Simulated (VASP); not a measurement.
# MgCd2S3 (I-4m2) in VASP: single point with r2SCAN

Aim: the single point of MgCd2S3 with r2SCAN.

Everything below comes from runs of VASP 6.6.1. Logs are shortened: lines on timing, memory, paths and dates and some standing lists are left out, and cuts for length are marked.

## 1. Starting point

It takes space group I-4m2 (No. 119, tetragonal). Conventional cell: a = 4.145 Å, b = 4.145 Å, c = 17.508 Å, α = 90.00°, β = 90.00°, γ = 90.00°. Mg (site symmetry -4m2) has 4 S at 2.47 Å as nearest neighbours. Cd (site symmetry 2mm) has 4 S at 2.56 to 2.57 Å as nearest neighbours. Around S (site symmetry 2mm) lie 2 Mg at 2.47 Å and 2 Cd at 2.57 Å. S (site symmetry -4m2) is surrounded by 4 Cd at 2.56 Å.

The cell was built by a generator and needn't be a form met in nature.

## 2. Single point, r2SCAN

File INCAR:

```
PREC = Accurate ; ENCUT = 520
EDIFF = 1E-6 ; ISMEAR = 0
SIGMA = 0.03 ; LREAL = False
LASPH = True ; NELM = 150
ALGO = Normal ; ISIF = 2
LWAVE = False ; LCHARG = False
METAGGA = R2SCAN ; LMIXTAU = True
NBANDS = 31 ; KPAR = 4
```

File KPOINTS:

```
regular mesh
0
Gamma
  8 8 8
```

File POSCAR:

```
MgCd2S3
1.0
   -2.0727200000      2.0727200000      8.7538100000
    2.0727200000     -2.0727200000      8.7538100000
    2.0727200000      2.0727200000     -8.7538100000
Mg Cd S
1 2 3
Direct
    0.0000000000      0.0000000000      0.0000000000
    0.6637310000      0.6637310000      0.0000000000
    0.3362690000      0.3362690000      0.0000000000
    0.9228320000      0.4228320000      0.5000000000
    0.5771680000      0.0771680000      0.5000000000
    0.2500000000      0.7500000000      0.5000000000
```

Potentials or basis: VASP PAW PBE potentials, release 64 (Mg, Cd, S).

Run with:

```sh
cat potpaw_PBE.64/Mg/POTCAR potpaw_PBE.64/Cd/POTCAR potpaw_PBE.64/S/POTCAR > POTCAR
mpirun -np 4 vasp_std > vasp.out
```

OUTCAR:

```text
PREC = Accurate
   ENCUT = 520
   EDIFF = 1E-6
   ISMEAR = 0
   LREAL = False
   LASPH = True
   NELM = 150
   ISIF = 2
   METAGGA = R2SCAN

 ion  position               nearest neighbor table
   1  0.000  0.000  0.000-   5 2.47   4 2.47   5 2.47   4 2.47
   2  0.664  0.664  0.000-   6 2.56   6 2.56   5 2.57   5 2.57
   3  0.336  0.336  0.000-   6 2.56   6 2.56   4 2.57   4 2.57
   4  0.923  0.423  0.500-   1 2.47   1 2.47   3 2.57   3 2.57
   5  0.577  0.077  0.500-   1 2.47   1 2.47   2 2.57   2 2.57
   6  0.250  0.750  0.500-   3 2.56   2 2.56   3 2.56   2 2.56

  LATTYP: Found a body centered tetragonal cell.
 ALAT       =     4.1454400000
 C/A-ratio  =     4.2233442047

  Lattice vectors:

 A1 = (  -2.0727200000,   2.0727200000,   8.7538100000)
 A2 = (   2.0727200000,  -2.0727200000,   8.7538100000)
 A3 = (   2.0727200000,   2.0727200000,  -8.7538100000)

Analysis of symmetry for initial positions (statically):
=====================================================================
 Subroutine PRICEL returns:
 Original cell was already a primitive cell.

 Routine SETGRP: Setting up the symmetry group for a
 body centered tetragonal supercell.

 Subroutine GETGRP returns: Found  8 space group operations
 (whereof  8 operations were pure point group operations)
 out of a pool of 16 trial point group operations.

The static configuration has the point symmetry D_2d.

Analysis of symmetry for dynamics (positions and initial velocities):
=====================================================================
 Subroutine PRICEL returns:
 Original cell was already a primitive cell.

 Routine SETGRP: Setting up the symmetry group for a
 body centered tetragonal supercell.

 Subroutine GETGRP returns: Found  8 space group operations
 (whereof  8 operations were pure point group operations)
 out of a pool of 16 trial point group operations.

The dynamic configuration has the point symmetry D_2d.

 Subroutine INISYM returns: Found  8 space group operations
 (whereof  8 operations are pure point group operations),
 and found     1 'primitive' translations

----------------------------------------------------------------------------------------

                                     Primitive cell

  volume of cell :     150.4314

  direct lattice vectors                    reciprocal lattice vectors
    -2.072720000  2.072720000  8.753810000     0.000000000  0.241228917  0.057117986
     2.072720000 -2.072720000  8.753810000     0.241228917  0.000000000  0.057117986
     2.072720000  2.072720000 -8.753810000     0.241228917  0.241228917  0.000000000

  length of vectors
     9.231550569  9.231550569  9.231550569     0.247898880  0.247898880  0.341149205

  position of ions in fractional coordinates (direct lattice)
     0.000000000  0.000000000  0.000000000
     0.663731000  0.663731000  0.000000000
     0.336269000  0.336269000  0.000000000
     0.922832000  0.422832000  0.500000000
     0.577168000  0.077168000  0.500000000
     0.250000000  0.750000000  0.500000000

  ion indices of the primitive-cell ions
   primitive index   ion index
                 1           1
                 2           2
                 3           3
                 4           4
                 5           5
                 6           6

----------------------------------------------------------------------------------------

 KPOINTS: regular mesh

Automatic generation of k-mesh.
 Grid dimensions read from file:
 generate k-points for:    8    8    8

 Generating k-lattice:

  Cartesian coordinates                     Fractional coordinates (reciprocal lattice)
     0.000000000  0.030153615  0.007139748     0.125000000 -0.000000000  0.000000000
     0.030153615  0.000000000  0.007139748    -0.000000000  0.125000000  0.000000000
     0.030153615  0.030153615  0.000000000     0.000000000  0.000000000  0.125000000

  Length of vectors
     0.030987360  0.030987360  0.042643651

  Shift w.r.t. Gamma in fractional coordinates (k-lattice)
     0.000000000  0.000000000  0.000000000

 Subroutine IBZKPT returns following result:
 ===========================================

 Found     59 irreducible k-points:

 Following reciprocal coordinates:
            Coordinates               Weight
  0.000000  0.000000  0.000000      1.000000
  0.125000  0.000000  0.000000      8.000000
  0.250000  0.000000  0.000000      8.000000
  0.375000  0.000000  0.000000      8.000000
  0.500000  0.000000  0.000000      4.000000
  0.125000  0.125000  0.000000      8.000000
[... 16 lines left out ...]
  0.250000  0.125000  0.125000     16.000000
  0.375000  0.125000  0.125000      8.000000
 [... further k-points ...]
   k-points           NKPTS =     59   k-points in BZ     NKDIM =     59   number of bands    NBANDS=     31
   number of dos      NEDOS =    301   number of ions     NIONS =      6
   total plane-waves  NPLWV = 343000
   dimension x,y,z NGX =    70 NGY =   70 NGZ =   70
   dimension x,y,z NGXF=   140 NGYF=  140 NGZF=  140
   ions per type =               1   2   3
   NGX,Y,Z   is equivalent  to a cutoff of  12.61, 12.61, 12.61 a.u.
   NGXF,Y,Z  is equivalent  to a cutoff of  25.21, 25.21, 25.21 a.u.
 SYSTEM =  unknown system
   PREC   = accura    normal or accurate (medium, high low for compatibility)
   ISTART =      0    job   : 0-new  1-cont  2-samecut
   ICHARG =      2    charge: 1-file 2-atom 10-const
   ISPIN  =      1    spin polarized calculation?
   LNONCOLLINEAR =      F non collinear calculations
   LSORBIT =      F    spin-orbit coupling
   LASPH  =      T    aspherical Exc in radial PAW
   ENCUT  =  520.0 eV  38.22 Ry    6.18 a.u.  17.16 17.16 17.16*2*pi/ulx,y,z
   NELM   =    150;   NELMIN=  2; NELMDL= -5     # of ELM steps
   EDIFF  = 0.1E-05   stopping-criterion for ELM
   LREAL  =      F    real-space projection
   EDIFFG = 0.1E-04   stopping-criterion for IOM
   NSW    =      0    number of steps for IOM
   IBRION =     -1    ionic relax: 0-MD 1-quasi-New 2-CG
   NFREE  =      0    steps in history (QN), initial steepest desc. (CG)
   ISIF   =      2    stress and relaxation
   ISYM   =      2    0-nonsym 1-usesym 2-fastsym
   POTIM  = 0.5000    time-step for ionic-motion
   TEBEG  =    0.0;   TEEND  =   0.0 temperature during run
   PSTRESS=    0.0 pullay stress
   NELECT =      44.0000    total number of electrons
   NUPDOWN=      -1.0000    fix difference up-down
   EMIN   =  10.00;   EMAX   =-10.00  energy-range for DOS
   EFERMI =   0.00;   METHOD = LEGACY
   ISMEAR =     0;   SIGMA  =   0.03  broadening in eV -4-tet -1-fermi 0-gaus
   EFERMI_NEDOS =   21; number of points for ismear=-14 and -15
   IALGO  =     38    algorithm
   IMIX   =      4    mixing-type and parameters
     AMIX     =   0.40;   BMIX     =  1.00
     AMIX_MAG =   1.60;   BMIX_MAG =  1.00
  volume/ion in A,a.u.               =      25.07       169.19
  Fermi-wavevector in a.u.,A,eV,Ry     =   1.086708  2.053581 16.067591  1.180935
  Thomas-Fermi vector in A             =   2.222851
   LORBIT       =      0    0 simple, 1 ext, 2 COOP (PROOUT), +10 PAW based schemes
   METAGGA = R2SCAN    functional components
   LHFCALC =     F    Hartree Fock is set to
   AEXX    =    0.0000 exact exchange contribution
   IVDW    =     0    specifies the selected vdW correction
   LEPSILON=     F    determine dielectric tensor
   LRPA    =     F    only Hartree local field effects (RPA)
 non-spin polarized calculation
 Gauss-broadening in eV      SIGMA  =   0.03
  energy-cutoff  :      520.00
  volume of cell :      150.43
 maximum number of plane-waves:      4066
 NGX is ok and might be reduce to    70
   NGX = 35   NGY = 35   NGZ = 35

 number of electron      44.0000003 magnetization

 Free energy of the ion-electron system (eV)
  ---------------------------------------------------
  ext. energy  EPLUGINS =         0.00000000
  ---------------------------------------------------
  free energy    TOTEN  =       -74.80234857 eV

  energy without entropy =      -74.80234857  energy(sigma->0) =      -74.80234857

 E-fermi :   0.8421     XC(G=0):  -9.2522

 val. band max:        0.7008084422   @ k =   0.0000   0.0000   0.0000
 cond. band min:       2.8248344370   @ k =   0.0000   0.0000   0.0000
 fundamental gap:      2.1240259948
 Fermi energy:         0.8420728711

 k-point     1 :       0.0000    0.0000    0.0000
  band No.  band energies     occupation
      1     -11.6496      2.00000
      2     -11.2866      2.00000
      3     -11.0492      2.00000
      4      -6.8453      2.00000
      5      -6.8453      2.00000
      6      -6.8012      2.00000
[... 23 lines left out ...]
     30       8.2140      0.00000
     31       9.2708      0.00000

 k-point     2 :       0.1250    0.0000    0.0000
  band No.  band energies     occupation
      1     -11.6047      2.00000
      2     -11.2775      2.00000
      3     -11.0377      2.00000
      4      -6.8394      2.00000
      5      -6.8310      2.00000
      6      -6.7991      2.00000
[... 23 lines left out ...]
     30       8.3925      0.00000
     31       8.9299      0.00000

 k-point     3 :       0.2500    0.0000    0.0000
  band No.  band energies     occupation
      1     -11.4892      2.00000
      2     -11.2491      2.00000
      3     -11.0214      2.00000
      4      -6.8232      2.00000
      5      -6.8079      2.00000
      6      -6.7701      2.00000
[... 23 lines left out ...]
     30       8.5167      0.00000
     31       8.6069      0.00000

 k-point     4 :       0.3750    0.0000    0.0000
  band No.  band energies     occupation
      1     -11.3647      2.00000
      2     -11.1954      2.00000
      3     -11.0362      2.00000
      4      -6.8079      2.00000
      5      -6.8017      2.00000
      6      -6.7350      2.00000
[... 635 lines left out ...]
     30       8.4822      0.00000
     31       9.0674      0.00000

 k-point    23 :       0.2500    0.1250    0.1250
  band No.  band energies     occupation
      1     -11.2850      2.00000
      2     -11.1076      2.00000
      3     -10.9873      2.00000
      4      -6.7529      2.00000
      5      -6.7204      2.00000
      6      -6.7021      2.00000
[... 23 lines left out ...]
     30       8.9086      0.00000
     31       9.0957      0.00000

 k-point    24 :       0.3750    0.1250    0.1250
  band No.  band energies     occupation
      1     -11.2531      2.00000
      2     -11.0403      2.00000
      3     -11.0194      2.00000
      4      -6.7480      2.00000
      5      -6.7108      2.00000
      6      -6.6934      2.00000
[... 23 lines left out ...]
     30       8.8767      0.00000
     31       9.1192      0.00000

 [... further k-points ...]

------------------------ aborting loop because EDIFF is reached ----------------------------------------

  FORCE on cell =-STRESS in cart. coord.  units (eV):
  Direction    XX          YY          ZZ          XY          YZ          ZX
  --------------------------------------------------------------------------------------
  -------------------------------------------------------------------------------------
  Total       -1.2848018     -1.2848018     -1.2778036      0.0000000      0.0000000      0.0000000
  in kB      -13.6838508    -13.6838508    -13.6093157      0.0000000      0.0000000      0.0000000
  external PRESSURE =     -13.6590058 kB  Pullay stress =       0.0000000 kB

 VOLUME and BASIS-vectors are now :
 -----------------------------------------------------------------------------
  energy-cutoff  :      520.00
  volume of cell :      150.43
      direct lattice vectors                 reciprocal lattice vectors
    -2.072720000  2.072720000  8.753810000     0.000000000  0.241228917  0.057117986
     2.072720000 -2.072720000  8.753810000     0.241228917  0.000000000  0.057117986
     2.072720000  2.072720000 -8.753810000     0.241228917  0.241228917  0.000000000

 POSITION                                       TOTAL-FORCE (eV/Angst)
 -----------------------------------------------------------------------------------
      0.00000      0.00000      0.00000        -0.000000      0.000000      0.000000
      0.00000      0.00000     11.62035         0.000000     -0.000000      0.005576
      0.00000      0.00000      5.88727         0.000000     -0.000000     -0.005576
      0.00000      2.07272      7.40278        -0.000000      0.000000     -0.013071
      0.00000      2.07272      1.35103        -0.000000      0.000000      0.013071
      2.07272      0.00000      4.37690        -0.000000      0.000000     -0.000000
 -----------------------------------------------------------------------------------
    total drift:                               -0.000003      0.000003      0.000000

  FREE ENERGIE OF THE ION-ELECTRON SYSTEM (eV)
  ---------------------------------------------------
  free  energy   TOTEN  =       -74.8023485733 eV

  energy  without entropy=      -74.8023485733  energy(sigma->0) =      -74.80234857
```

Wall time 15 min (4 MPI ranks of Intel Xeon 6975P-C (Granite Rapids), shared host); peak memory 0.96 GiB.

What came out:

```yaml
Free_energy: -74.8023 eV
Pressure: -1.4 GPa
Largest_force: 0.013 eV/Å
Band_gap_on_the_k_mesh: 2.12 eV, direct
```

Forces in eV/Å, atoms in the order of the input:
```
Mg   0.000  0.000  0.000
Cd   0.000  0.000  0.006
Cd   0.000  0.000 -0.006
S    0.000  0.000 -0.013
S    0.000  0.000  0.013
S    0.000  0.000  0.000
```

Caveat: the PAW data sets were made with another functional, which shifts forces and pressure a little. r2SCAN opens gaps a little over a GGA but as a rule still falls short of measured ones.
